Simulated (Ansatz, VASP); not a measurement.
**BP: VASP beside Ansatz**

Aim: how closely do two programs agree when they are given the same cell, functional and k mesh? The cell is taken from a series of runs on this material, whose earlier steps may have relaxed, scaled, displaced or heated it; both programs get it as it stands.

Method: plane waves, with VASP 6.6.1 beside it; single point at LDA, in Ansatz 0.2.0.

### Step 1. The starting structure

The structure is cubic, space group F-43m (No. 216). Conventional cell: a = 4.476 Å, b = 4.476 Å, c = 4.476 Å, α = 90.00°, β = 90.00°, γ = 90.00°. Nearest to B lie 4 P at 1.94 Å. Nearest to P lie 4 B at 1.94 Å. Farther neighbours are not listed.

Coordinates:

```cif
data_structure
_symmetry_space_group_name_H-M 'F-43m'
_symmetry_Int_Tables_number 216
_cell_length_a 4.4756
_cell_length_b 4.4756
_cell_length_c 4.4756
_cell_angle_alpha 90.000
_cell_angle_beta 90.000
_cell_angle_gamma 90.000
_cell_volume 89.65
loop_
_atom_site_label
_atom_site_type_symbol
_atom_site_symmetry_multiplicity
_atom_site_Wyckoff_symbol
_atom_site_fract_x
_atom_site_fract_y
_atom_site_fract_z
_atom_site_occupancy
B1 B 4 a 0.00000 0.00000 0.00000 1
P1 P 4 c 0.25000 0.25000 0.25000 1
```

### Step 2. Ansatz: single point, LDA

Ansatz runs on its PAW soft_1 files.

A single point gives forces, pressure and levels at one fixed geometry, so differences don't come from the geometry; what else differs is listed under the comparison.

input.yaml

```yaml
crystal:
  lattice:
    - [0.0, 2.2377818126, 2.2377818126]
    - [2.2377818126, 0.0, 2.2377818126]
    - [2.2377818126, 2.2377818126, 0.0]
  atoms:
    - { symbol: B, position: [0.0, 0.0, 0.0] }
    - { symbol: P, position: [0.75, 0.75, 0.75] }
kpoints:
  mp_grid: { grid: [12, 12, 12] }
hamiltonian:
  xc: lda
  pseudopotentials: { kind: paw, azcp: { folder: soft_1 }, xc_functional: pbe }
scf:
  occupations: { method: gaussian, width: 0.02 }
output:
  forces: true
  stress: true
  eigenvalues: true
```

Launch:

```bash
ansatz run input.yaml --threads 4 --pin off --max-ram 10240MiB --backend cpu --events-out ev --progress --plain --runs-dir out
```

Numbers of over 12 decimals in the logs are rounded to 6 here.

Output:

```text
Engine: ansatz 0.2.0, aarch64-unknown-linux-gnu
Pseudopotentials: kind: paw
Pseudopotential: B, paw, valence charge 3, recommended cutoff 420 eV (normal), soft_1/B.paw.azcp
Pseudopotential: P, paw, valence charge 5, recommended cutoff 420 eV (normal), soft_1/P.paw.azcp
Functional definition: SPW92
  exchange = slater_x
  correlation = pw_c
Crystal: 2 atoms, lattice volume = 22.412 Å³
Basis set: ecut = 420 eV, 411 PW (Γ)
Bands: 8, of which v1, the nominal top of the filled ones, is band 4 counted from 1 (3 counted from 0)
Symmetry: 24 space group operations
Space group: F-43m (ITA 216), of the structure as read, at distance tolerance 2.8e-5 Å
k-points: 72 of 1728 (time reversal used)
Non-local potential: B, projectors of the file, l = 0: 2, l = 1: 2, l = 2: 1
Non-local potential: P, projectors of the file, l = 0: 2, l = 1: 2, l = 2: 1
PAW form: soft (Blöchl's): semilocal exchange-correlation on the pseudo side does not see the compensation charge
PAW frozen core: B, regenerated for the run's functional, and the local potential with it (the file was generated under x = pbe(κ = 0.804, μ = 0.219515), c = pbe(β = 0.066725))
PAW frozen core: P, regenerated for the run's functional, and the local potential with it (the file was generated under x = pbe(κ = 0.804, μ = 0.219515), c = pbe(β = 0.066725))
PAW one-centre angular grid: B, 110 points (default); XC on 64 Gauss nodes
PAW one-centre angular grid: P, 110 points (default); XC on 64 Gauss nodes
Initial density: superposition of atomic densities (chi_scale 0.1, normalization cell, long waves kept (reshape's long-wave potential 0.00 eV rms))
Initial wavefunctions: pseudopotential atomic-orbital guess
Functional: x = slater, c = lda
SCF iter   1: F=—  HF=-877.505694 eV  |F-HF|=—  |Δ(HF+E_count)|=         —  Δρ=9.80e-2  dr2=2.41e0  ethr=3.10e-3  ⟨swp⟩=6.4  Hψ=5514  notcnv=0
preconditioner: auto → none  [insulator: Δε(μ)=2.019 eV  Ē_g=13.216 eV  σ=0.020 eV  W_gap=1.00  n_scr=0 (ndim 8)  ℏωp=22.2 eV  f_vac=0.000  D(μ)=0.00/eV (n_scr^D=0)  ε∞_Penn≈3.8]
SCF iter   2: F=—  HF=-876.693802 eV  |F-HF|=—  |Δ(HF+E_count)|=   8.12e-1  Δρ=3.03e-2  dr2=1.56e-1  ethr=3.10e-3  ⟨swp⟩=3.0  Hψ=1783  notcnv=0
SCF iter   3: F=—  HF=-876.641587 eV  |F-HF|=—  |Δ(HF+E_count)|=   5.22e-2  Δρ=1.13e-2  dr2=1.79e-2  ethr=1.96e-3  ⟨swp⟩=3.0  Hψ=1152  notcnv=0
SCF iter   4: F=—  HF=-876.636205 eV  |F-HF|=—  |Δ(HF+E_count)|=   5.38e-3  Δρ=1.59e-3  dr2=2.64e-4  ethr=2.24e-4  ⟨swp⟩=3.0  Hψ=1152  notcnv=0
SCF iter   5: F=—  HF=-876.636148 eV  |F-HF|=—  |Δ(HF+E_count)|=   5.64e-5  Δρ=6.01e-5  dr2=2.97e-7  ethr=3.30e-6  ⟨swp⟩=2.9  Hψ=916  notcnv=0
SCF iter   6: F=—  HF=-876.636149 eV  |F-HF|=—  |Δ(HF+E_count)|=   7.76e-7  Δρ=1.19e-5  dr2=1.47e-8  ethr=1.25e-9  ⟨swp⟩=7.0  Hψ=3413  notcnv=0
SCF iter   7: F=-876.636149 eV  HF=-876.636149 eV  |F-HF|=6.06e-11  |Δ(HF+E_count)|=   2.44e-9  Δρ=6.35e-7  dr2=9.92e-11  ethr=1.83e-10  ⟨swp⟩=2.1  Hψ=1878  notcnv=0
SCF 1 converged in 7 iterations: F = -876.636149 eV  dr2 = 9.92e-11
  greatest PAW one-centre occupation: 0.763 electrons in one spin orbital (limit 2), on the P atom at site 1 (counted from 0), in its partial waves of l = 0
SCF converged after 7 iterations
Free energy (F): -876.636149 eV
Harris-Foulkes:  -876.636149 eV  (|F-HF|=6.06e-11)
Internal energy: -876.636149 eV  (E = F + TS)
E sigma→0 (E₀):  -876.636149 eV
Fermi energy:    10.171072 eV
--- Per-component energies (eV) ---
  E_band       = 23.861528
  E_kinetic    = 122.942769
  E_local      = -60.436365  (includes V_loc(G=0)·N_el)
  E_nonlocal   = 41.815760
  E_hartree    = 16.566639
  E_xc         = -106.754621
  E_vxc        = -102.251927  (∫ρ·V_xc dr)
  E_paw        = -601.459257  (= ΣΔE_a)
  E_vpaw       = -11.341924  (= ΣTr[D̂ρ^β])
  E_aug_tail   = 0.000009  (compensation charges beyond the density's cutoff)
  E_ewald      = -289.474269
  E_core_change = 0.163186  (= ΣΔE_core)
  E_smearing   = -0.000000  (= −TS)
  E_closure    = 0.000000  (closes the sum)
  Σ components = -876.636149   (vs F -876.636149, Δ=0.00e0)
--- Forces (eV/Å), atoms counted from 1 ---
  atom   1  B     -0.00000000     0.00000000     0.00000000
  atom   2  P      0.00000000    -0.00000000    -0.00000000
  max |Σ_I F_I| component: 2.41e-16 eV/Å
--- Stress (GPa, compression-positive) ---
        1.799300      -0.000000       0.000000
       -0.000000       1.799300       0.000000
       -0.000000       0.000000       1.799300
  P = ⅓ Tr σ = 1.7993 GPa (17.993 kbar)
--- Band table (eV; the first three rows and the last of 72) ---
  k-point 0: bands = ["-6.1596", "9.6059", "9.6059", "9.6059", "13.0483", "13.0483", "13.0483", "17.5877"]
  k-point 1: bands = ["-6.0303", "8.6320", "9.3854", "9.3854", "13.3522", "13.3522", "13.4183", "17.9185"]
  k-point 2: bands = ["-5.6454", "6.7190", "8.9223", "8.9223", "13.7401", "13.9724", "13.9724", "18.7090"]
  k-point 71: bands = ["-0.7996", "1.5012", "3.6788", "3.8762", "14.8318", "16.3569", "17.0110", "17.2862"]
```

The run ends at a pressure of 1.80 GPa.

### Step 3. VASP: single point, LDA

The same cell, functional (in two slightly different forms), mesh and smearing now go to VASP, with its own data sets.

Lines of VASP's logs that name or quote its potential files are left out, and so is its time.

INCAR

```
SYSTEM = BP
PREC = Accurate
ENCUT = 500
EDIFF = 1E-06
NELM = 120
ISMEAR = 0
SIGMA = 0.02
LREAL = .FALSE.
ALGO = Normal
GGA = PW92
NBANDS = 10
LORBIT = 11
LWAVE = .FALSE.
LCHARG = .FALSE.
ISIF = 2
LASPH = .TRUE.
GGA_COMPAT = .FALSE.
EFERMI = MIDGAP
```

POSCAR

```
BP
1.0
    0.0000000000      2.2377818126      2.2377818126
    2.2377818126      0.0000000000      2.2377818126
    2.2377818126      2.2377818126      0.0000000000
B P
1 1
Direct
    0.0000000000      0.0000000000      0.0000000000
    0.7500000000      0.7500000000      0.7500000000
```

KPOINTS

```
Automatic mesh
0
Gamma
12 12 12
0 0 0
```

The projector-augmented-wave data sets are B and P (LDA family, release 64).

Launch:

```bash
mpirun -np 1 vasp_std
```

Output:

```text
[banner, memory and clock lines left out]
running    1 mpi-ranks, on    1 nodes
 distrk:  each k-point on    1 cores,    1 groups
 distr:  one band on    1 cores,    1 groups

 POSCAR found type information on POSCAR B P
 POSCAR found :  2 types and       2 ions
|                                                                             |
|               ----> ADVICE to this user running VASP <----                  |
|                                                                             |
|     You enforced a specific xc type in the INCAR file but a different       |
|     [... a line on the potential file left out ...]
|     I HOPE YOU KNOW WHAT YOU ARE DOING!                                     |
|                                                                             |

 LDA part: xc-table for (Slater(with rela. corr.)+PW92), standard interpolation
 POSCAR, INCAR and KPOINTS ok, starting setup
 FFT: planning ... GRIDC
 FFT: planning ... GRID_SOFT
 FFT: planning ... GRID
 WAVECAR not read
 entering main loop
       N       E                     dE             d eps       ncg     rms          rms(c)
DAV:   1     0.797787206849E+01    0.79779E+01   -0.39319E+03  1448   0.698E+02
DAV:   2    -0.147599236199E+02   -0.22738E+02   -0.21898E+02  2026   0.114E+02
DAV:   3    -0.153258576231E+02   -0.56593E+00   -0.56478E+00  1756   0.165E+01
DAV:   4    -0.153281317727E+02   -0.22741E-02   -0.22738E-02  1812   0.115E+00
DAV:   5    -0.153281415210E+02   -0.97482E-05   -0.97481E-05  1696   0.701E-02    0.778E+00
DAV:   6    -0.145426792553E+02    0.78546E+00   -0.18094E+00  1600   0.635E+00    0.411E+00
DAV:   7    -0.144160607806E+02    0.12662E+00   -0.30695E-01  1848   0.297E+00    0.131E+00
DAV:   8    -0.144029247487E+02    0.13136E-01   -0.35719E-02  1736   0.106E+00    0.250E-01
DAV:   9    -0.144029552472E+02   -0.30499E-04   -0.73799E-04  1642   0.206E-01    0.166E-01
DAV:  10    -0.144029510748E+02    0.41724E-05   -0.14133E-04  1620   0.715E-02    0.351E-02
DAV:  11    -0.144029528861E+02   -0.18112E-05   -0.61537E-06  1752   0.136E-02    0.379E-02
DAV:  12    -0.144029525799E+02    0.30619E-06   -0.17886E-06   902   0.624E-03
   1 F= -.14402953E+02 E0= -.14402953E+02  d E =0.000000E+00
```

From OUTCAR (step 3):

```text
ion  position               nearest neighbor table
   1  0.000  0.000  0.000-   2 1.94   2 1.94   2 1.94   2 1.94
   2  0.750  0.750  0.750-   1 1.94   1 1.94   1 1.94   1 1.94

  LATTYP: Found a face centered cubic cell.
 ALAT       =     4.4755636252

 Subroutine GETGRP returns: Found 24 space group operations
 (whereof 24 operations were pure point group operations)

The static configuration has the point symmetry T_d .

 Found     72 irreducible k-points:

   k-points           NKPTS =     72   k-points in BZ     NKDIM =     72   number of bands    NBANDS=     10

   dimension x,y,z NGX =    24 NGY =   24 NGZ =   24
   dimension x,y,z NGXF=    48 NGYF=   48 NGZF=   48

   ENCUT  =  500.0 eV  36.75 Ry    6.06 a.u.   5.77  5.77  5.77*2*pi/ulx,y,z

   NELECT =       8.0000    total number of electrons

 k-points in reciprocal lattice and weights: Automatic mesh
   0.00000000  0.00000000  0.00000000       0.001
   0.08333333  0.00000000  0.00000000       0.005
   0.16666667  0.00000000  0.00000000       0.005
   0.25000000  0.00000000  0.00000000       0.005
   0.33333333  0.00000000  0.00000000       0.005
   0.41666667  0.00000000  0.00000000       0.005
   0.50000000  0.00000000  0.00000000       0.002
   0.08333333  0.08333333  0.00000000       0.003
   0.16666667  0.08333333  0.00000000       0.014
[...]
-0.33333333  0.50000000  0.16666667       0.007
  -0.25000000  0.50000000  0.25000000       0.003

 average (electrostatic) potential at core
       1 -29.4059       2 -81.7907

 E-fermi :   8.4774

 k-point     1 :       0.0000    0.0000    0.0000
  band No.  band energies     occupation
      1      -7.8492      2.00000
      2       7.9095      2.00000
      3       7.9095      2.00000
      4       7.9095      2.00000
      5      11.3578      0.00000
      6      11.3578      0.00000
      7      11.3578      0.00000
      8      15.9207      0.00000
      9      19.4690      0.00000
    ...

 k-point     2 :       0.0833    0.0000    0.0000
  band No.  band energies     occupation
      1      -7.7199      2.00000
      2       6.9358      2.00000
      3       7.6890      2.00000
      4       7.6890      2.00000
      5      11.6629      0.00000
      6      11.6629      0.00000
      7      11.7313      0.00000
      8      16.2482      0.00000
      9      19.6443      0.00000
    ...

 k-point     3 :       0.1667    0.0000    0.0000
  band No.  band energies     occupation
      1      -7.3348      2.00000
      2       5.0233      2.00000
      3       7.2256      2.00000
      4       7.2256      2.00000
      5      12.0596      0.00000
      6      12.2856      0.00000
      7      12.2856      0.00000
      8      17.0320      0.00000
      9      18.9377      0.00000
    ...

  Total        0.2065299      0.2065299      0.2065299      0.0000000      0.0000000     -0.0000000
  in kB       14.7642099     14.7642099     14.7642099      0.0000000      0.0000000     -0.0000000
  external PRESSURE =      14.7642099 kB  Pullay stress =       0.0000000 kB

  energy-cutoff  :      500.00
  volume of cell :       22.41
      direct lattice vectors                 reciprocal lattice vectors
     0.000000000  2.237781813  2.237781813    -0.223435545  0.223435545  0.223435545
     2.237781813  0.000000000  2.237781813     0.223435545 -0.223435545  0.223435545
     2.237781813  2.237781813  0.000000000     0.223435545  0.223435545 -0.223435545

 POSITION                                       TOTAL-FORCE (eV/Angst)
 -----------------------------------------------------------------------------------
      0.00000      0.00000      0.00000         0.000000     -0.000000     -0.000000
      3.35667      3.35667      3.35667        -0.000000      0.000000      0.000000
 -----------------------------------------------------------------------------------
    total drift:                               -0.000000     -0.000000     -0.000000

  FREE ENERGIE OF THE ION-ELECTRON SYSTEM (eV)
  ---------------------------------------------------
  free  energy   TOTEN  =       -14.4029525799 eV

  energy  without entropy=      -14.4029525799  energy(sigma->0) =      -14.40295258

 total charge
# of ion       s       p       d       tot
------------------------------------------
    1        0.670   1.333   0.000   2.003
    2        0.995   1.609   0.000   2.604
--------------------------------------------------
tot          1.665   2.942   0.000   4.607

[... 3 further parts left out ...]
```

The run ends at a pressure of 1.48 GPa.

### Step 4. Differences

Known differences besides the potentials themselves: the cutoff is 420 eV in Ansatz and 500 eV in VASP; VASP's log shows a relativistic correction to its local exchange, Ansatz's none. Total energies have different zeros and are not compared.

Both answers:

```
              quantity  Ansatz   VASP  difference
        pressure (GPa)    1.80   1.48       +0.32
gap on the k mesh (eV)   1.131  1.136      -0.005
```

A gap on the mesh is an upper bound, since the band edges may lie between its points.

### Step 5. Outcome

| Item | Value |
| --- | --- |
| difference in gap on the k mesh (single point, LDA) | -0.0052 eV |

The difference in gap on the k mesh is -0.0052 eV (single point, LDA), within the 0.08 eV picked in this series as the mark of a large difference. How closely two codes agree says nothing of how well the functional describes the real material.

[Lines on the potential files, build, host, timing and source positions are cut from VASP's logs without a mark.]

[Logs are printed without paths, hosts, clocks, repeated set-up lines and the standing remarks that a program may print on its own settings, such as how far it seeks lower states.]

[Hosts, paths, dates, database ids (printed as entryN), source tags and the programs' standing remarks are cut or masked in the printed files.]
